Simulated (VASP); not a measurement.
Computed with revTPSS meta-GGA, VASP's PBE PAW potentials (set 64) (plane waves; VASP).

VASP input:

File KPOINTS_OPT:
```
k-points along high-symmetry lines
6
Line-mode
Reciprocal
  0.000000   0.000000   0.000000 ! GAMMA
 -0.000000   0.500000   0.000000 ! M

 -0.000000   0.500000   0.000000 ! M
 -0.333333   0.666667   0.000000 ! K

 -0.333333   0.666667   0.000000 ! K
  0.000000   0.000000   0.000000 ! GAMMA

  0.000000   0.000000   0.000000 ! GAMMA
  0.000000   0.000000   0.500000 ! A

  0.000000   0.000000   0.500000 ! A
 -0.000000   0.500000   0.500000 ! L

 -0.000000   0.500000   0.500000 ! L
 -0.333333   0.666667   0.500000 ! H

 -0.333333   0.666667   0.500000 ! H
  0.000000   0.000000   0.500000 ! A

 -0.000000   0.500000   0.500000 ! L
 -0.000000   0.500000   0.000000 ! M

 -0.333333   0.666667   0.500000 ! H
 -0.333333   0.666667   0.000000 ! K
```

File POSCAR:
```
NiSb
1
    1.9529351237    -3.3825830184     0.0000000000
    1.9529351237     3.3825830184     0.0000000000
    0.0000000000    -0.0000000000     5.0558801378
Ni Sb
2 2
Direct
  0.0000000000   0.0000000000   0.5000000000
  0.0000000000   0.0000000000   0.0000000000
  0.3333330000   0.6666670000   0.2500000000
  0.6666670000   0.3333330000   0.7500000000
```

### KPOINTS
```
Automatic mesh
0
Gamma
10 10 7
0 0 0
```

### INCAR
```
# general
SYSTEM =NiSb
PREC   =Accurate
ENCUT  =520
LREAL  =.FALSE.
LASPH  =.TRUE.

# electronic loop
EDIFF  =1E-7
NELM   =100
ALGO   =Normal
LMAXMIX=4
LMIXTAU=.TRUE.

# smearing
ISMEAR =-5

# functional
METAGGA=RTPSS

# ions
ISIF   =2

# output
LWAVE  =.FALSE.
LCHARG =.FALSE.
LORBIT =11
NEDOS  =601

# other
LEFG   =.TRUE.
```

POTCAR, in this order: Ni Sb (PBE.64 set). Program: vasp_std.

The resulting files:

File OSZICAR:
```
       N       E                     dE             d eps       ncg     rms          rms(c)
DAV:   1     0.254248864693E+03    0.25425E+03   -0.14750E+04  2128   0.193E+03
DAV:   2     0.531461310254E+02   -0.20110E+03   -0.19593E+03  2155   0.385E+02
DAV:   3     0.397624808262E+02   -0.13384E+02   -0.13110E+02  2452   0.134E+02
DAV:   4     0.393998867846E+02   -0.36259E+00   -0.35893E+00  2511   0.206E+01
DAV:   5     0.393876701218E+02   -0.12217E-01   -0.12190E-01  2729   0.396E+00    0.115E+01
DAV:   6     0.264635019686E+02   -0.12924E+02   -0.25273E+01  2207   0.886E+01    0.722E+00
DAV:   7     0.242437756846E+02   -0.22197E+01   -0.71453E+00  2403   0.475E+01    0.631E+00
DAV:   8     0.244769968508E+02    0.23322E+00   -0.14886E+00  2473   0.216E+01    0.141E+00
DAV:   9     0.247001129306E+02    0.22312E+00   -0.30964E-01  2781   0.796E+00    0.678E-01
DAV:  10     0.244789977692E+02   -0.22112E+00   -0.73013E-02  2169   0.307E+00    0.209E-01
DAV:  11     0.244783079956E+02   -0.68977E-03   -0.27314E-03  2322   0.474E-01    0.117E-01
DAV:  12     0.244795700162E+02    0.12620E-02   -0.24233E-03  2197   0.572E-01    0.485E-02
DAV:  13     0.244778589939E+02   -0.17110E-02   -0.91805E-04  2215   0.362E-01    0.299E-02
DAV:  14     0.244777830717E+02   -0.75922E-04   -0.99479E-05  2975   0.150E-01    0.228E-02
DAV:  15     0.244777907725E+02    0.77008E-05   -0.33067E-05  2394   0.993E-02    0.107E-02
DAV:  16     0.244777813873E+02   -0.93852E-05   -0.11136E-05  2445   0.636E-02    0.508E-03
DAV:  17     0.244777818102E+02    0.42294E-06   -0.69345E-07  2284   0.117E-02    0.290E-03
DAV:  18     0.244777809254E+02   -0.88486E-06   -0.19474E-08  1271   0.176E-03    0.239E-03
DAV:  19     0.244777814873E+02    0.56192E-06   -0.45614E-08  1130   0.297E-03    0.739E-04
DAV:  20     0.244777801972E+02   -0.12901E-05   -0.35638E-08  1115   0.264E-03    0.156E-04
DAV:  21     0.244777803140E+02    0.11686E-06   -0.36772E-09  1112   0.669E-04    0.151E-04
DAV:  22     0.244777802997E+02   -0.14317E-07   -0.64651E-10  1106   0.269E-04
   1 F= 0.24477780E+02 E0= 0.24477780E+02  d E =0.000000E+00
       N       E                     dE             ncg
```

**OUTCAR**
```
------------------------ aborting loop because EDIFF is reached ----------------------------------------
  FORCE on cell =-STRESS in cart. coord.  units (eV):
  Direction    XX          YY          ZZ          XY          YZ          ZX
  --------------------------------------------------------------------------------------
  Total       -0.0546799     -0.0546799      0.0305004      0.0000000      0.0000000      0.0000000
  in kB       -1.3115217     -1.3115218      0.7315659      0.0000000      0.0000000      0.0000000
  external PRESSURE =      -0.6304925 kB  Pullay stress =       0.0000000 kB
  volume of cell :       66.80
      direct lattice vectors                 reciprocal lattice vectors
     1.952935124 -3.382583018  0.000000000     0.256024890 -0.147816032  0.000000000
     1.952935124  3.382583018  0.000000000     0.256024890  0.147816032  0.000000000
     0.000000000  0.000000000  5.055880138     0.000000000  0.000000000  0.197789499
 POSITION                                       TOTAL-FORCE (eV/Angst)
 -----------------------------------------------------------------------------------
      0.00000      0.00000      2.52794        -0.000000     -0.000000     -0.000000
      0.00000      0.00000      0.00000        -0.000000     -0.000000     -0.000000
      1.95294      1.12753      1.26397        -0.000000      0.000000      0.000000
      1.95294     -1.12753      3.79191         0.000000      0.000000     -0.000000
 -----------------------------------------------------------------------------------
    total drift:                                0.000000     -0.000000      0.000000
  FREE ENERGIE OF THE ION-ELECTRON SYSTEM (eV)
  ---------------------------------------------------
  free  energy   TOTEN  =        24.4777802997 eV

  energy  without entropy=       24.4777802997  energy(sigma->0) =       24.47778030

 total charge

# of ion       s       p       d       tot
------------------------------------------
    1        0.450   0.510   8.464   9.424
    2        0.450   0.510   8.464   9.424
    3        1.107   1.222   0.080   2.409
    4        1.107   1.222   0.080   2.409
--------------------------------------------------
tot          3.114   3.465  17.086  23.666

 Electric field gradients after diagonalization (V/A^2)
 (convention: |V_zz| > |V_xx| > |V_yy|)
----------------------------------------------------------------------
 ion       V_xx      V_yy      V_zz     asymmetry (V_yy - V_xx)/ V_zz
----------------------------------------------------------------------
   1      12.728    12.728   -25.457       0.000
   2      12.728    12.728   -25.457       0.000
   3     -40.378   -40.377    80.755       0.000
   4     -40.378   -40.377    80.755       0.000
```
(Selected blocks of OUTCAR.)

For a metal the tetrahedron method with Blöchl corrections gives inexact stress and forces.

The compound is NiSb in the NiAs type structure. It was relaxed first. The run is not spin-polarised, so no magnetic state was tried.
